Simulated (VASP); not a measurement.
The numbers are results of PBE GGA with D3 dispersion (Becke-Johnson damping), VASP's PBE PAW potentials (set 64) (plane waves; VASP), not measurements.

The input files of a VASP run:

### POSCAR
```
BaZrO3
1.0
  4.2124524290   0.0000000000   0.0000000000
  0.0000000000   4.2124524290   0.0000000000
  0.0000000000   0.0000000000   4.2124524290
Ba Zr O
1 1 3
direct
  0.0000000000   0.0000000000   0.0000000000
  0.5000000000   0.5000000000   0.5000000000
  0.5000000000   0.0000000000   0.5000000000
  0.0000000000   0.5000000000   0.5000000000
  0.5000000000   0.5000000000   0.0000000000
```

INCAR:
```
SYSTEM = BaZrO3
PREC = Accurate
ENCUT = 520
EDIFF = 1E-6
NELM = 100
ALGO = Normal
LREAL = .FALSE.
LASPH = .TRUE.
ISMEAR = 0
SIGMA = 0.05
GGA = PE
IVDW = 12
LMAXMIX = 4
LWAVE = .FALSE.
LCHARG = .FALSE.
IBRION = 2
ISIF = 3
NSW = 60
EDIFFG = -0.02
```

KPOINTS:
```
Automatic mesh
0
Gamma
5 5 5
0 0 0
```

POTCAR, in this order: Ba_sv Zr_sv O (PBE.64 set). Program: vasp_std.

Output of the run:

### OUTCAR
```
 ion  position               nearest neighbor table
   1  0.000  0.000  0.000-   3 2.98   4 2.98   5 2.98   3 2.98   4 2.98   4 2.98   5 2.98   4 2.98
                             3 2.98   5 2.98   3 2.98   5 2.98   2 3.65   2 3.65   2 3.65   2 3.65
   2  0.500  0.500  0.500-   3 2.11   4 2.11   5 2.11   5 2.11   3 2.11   4 2.11   1 3.65   1 3.65
                             1 3.65   1 3.65   1 3.65   1 3.65   1 3.65   1 3.65
   3  0.500  0.000  0.500-   2 2.11   2 2.11   1 2.98   1 2.98   1 2.98   1 2.98
   4  0.000  0.500  0.500-   2 2.11   2 2.11   1 2.98   1 2.98   1 2.98   1 2.98
   5  0.500  0.500  0.000-   2 2.11   2 2.11   1 2.98   1 2.98   1 2.98   1 2.98
  LATTYP: Found a simple cubic cell.
 ALAT       =     4.2124524290
 Subroutine PRICEL returns:
 Original cell was already a primitive cell.
 Subroutine GETGRP returns: Found 48 space group operations
The static configuration has the point symmetry O_h .
The dynamic configuration has the point symmetry O_h .
 Subroutine INISYM returns: Found 48 space group operations
 Subroutine IBZKPT returns following result:
 Found     10 irreducible k-points:

 Following reciprocal coordinates:
            Coordinates               Weight
  0.000000  0.000000  0.000000      1.000000
  0.200000  0.000000  0.000000      6.000000
  0.400000  0.000000  0.000000      6.000000
  0.200000  0.200000  0.000000     12.000000
  0.400000  0.200000  0.000000     24.000000
  0.400000  0.400000  0.000000     12.000000
  0.200000  0.200000  0.200000      8.000000
  0.400000  0.200000  0.200000     24.000000
  0.400000  0.400000  0.200000     24.000000
  0.400000  0.400000  0.400000      8.000000
   k-points           NKPTS =     10   k-points in BZ     NKDIM =     10   number of bands    NBANDS=     24
   number of dos      NEDOS =    301   number of ions     NIONS =      5
   total plane-waves  NPLWV =  32768
   dimension x,y,z NGX =    32 NGY =   32 NGZ =   32
   dimension x,y,z NGXF=    64 NGYF=   64 NGZF=   64
   ions per type =               1   1   3
   PREC   = accura    normal or accurate (medium, high low for compatibility)
   ISTART =      0    job   : 0-new  1-cont  2-samecut
   ICHARG =      2    charge: 1-file 2-atom 10-const
...
```

### OSZICAR
```
       N       E                     dE             d eps       ncg     rms          rms(c)
DAV:   1     0.320654323198E+03    0.32065E+03   -0.22274E+04   480   0.163E+03
DAV:   2    -0.287290170019E+02   -0.34938E+03   -0.34498E+03   608   0.386E+02
DAV:   3    -0.488372029193E+02   -0.20108E+02   -0.20086E+02   792   0.917E+01
DAV:   4    -0.493186928546E+02   -0.48149E+00   -0.48135E+00   672   0.113E+01
DAV:   5    -0.493293709359E+02   -0.10678E-01   -0.10678E-01   688   0.119E+00    0.294E+01
DAV:   6    -0.417415371412E+02    0.75878E+01   -0.48259E+01   576   0.444E+01    0.132E+01
DAV:   7    -0.417264460425E+02    0.15091E-01   -0.35906E+00   720   0.108E+01    0.759E+00
DAV:   8    -0.417127088479E+02    0.13737E-01   -0.33956E-01   680   0.466E+00    0.735E-01
DAV:   9    -0.417113192918E+02    0.13896E-02   -0.60233E-02   680   0.143E+00    0.458E-01
DAV:  10    -0.417130660341E+02   -0.17467E-02   -0.16628E-02   648   0.114E+00    0.253E-01
DAV:  11    -0.417126501532E+02    0.41588E-03   -0.24225E-03   640   0.422E-01    0.379E-02
DAV:  12    -0.417127008852E+02   -0.50732E-04   -0.15975E-04   640   0.973E-02    0.384E-02
DAV:  13    -0.417127031236E+02   -0.22384E-05   -0.27500E-05   752   0.394E-02    0.499E-03
DAV:  14    -0.417127033584E+02   -0.23480E-06   -0.26081E-06   600   0.128E-02
   1 F= -.42923083E+02 E0= -.42923083E+02  d E =-.429231E+02
```

**OUTCAR**
```
------------------------ aborting loop because EDIFF is reached ----------------------------------------
 Edisp (eV)   -1.21038
  FORCE on cell =-STRESS in cart. coord.  units (eV):
  Direction    XX          YY          ZZ          XY          YZ          ZX
  --------------------------------------------------------------------------------------
  Total      -0.02683    -0.02683    -0.02683    -0.00000     0.00000    -0.00000
  in kB      -0.57497    -0.57497    -0.57497    -0.00000     0.00000    -0.00000
  external pressure =       -0.57 kB  Pullay stress =        0.00 kB
  volume of cell :       74.75
      direct lattice vectors                 reciprocal lattice vectors
     4.212452429  0.000000000  0.000000000     0.237391405  0.000000000  0.000000000
     0.000000000  4.212452429  0.000000000     0.000000000  0.237391405  0.000000000
     0.000000000  0.000000000  4.212452429     0.000000000  0.000000000  0.237391405
 POSITION                                       TOTAL-FORCE (eV/Angst)
 -----------------------------------------------------------------------------------
      0.00000      0.00000      0.00000         0.000000      0.000000      0.000000
      2.10623      2.10623      2.10623         0.000000      0.000000      0.000000
      2.10623      0.00000      2.10623         0.000000      0.000000      0.000000
      0.00000      2.10623      2.10623         0.000000      0.000000      0.000000
      2.10623      2.10623      0.00000         0.000000      0.000000      0.000000
 -----------------------------------------------------------------------------------
    total drift:                                0.000000     -0.000000     -0.000000
  FREE ENERGIE OF THE ION-ELECTRON SYSTEM (eV)
  ---------------------------------------------------
  free  energy   TOTEN  =       -42.9230831128 eV

  energy  without entropy=      -42.9230831128  energy(sigma->0) =      -42.92308311

 reached required accuracy - stopping structural energy minimisation
```
(Selected blocks of OUTCAR.)

The compound is BaZrO3 in the cubic perovskite structure. It was relaxed first. The start is the result of an earlier pass.
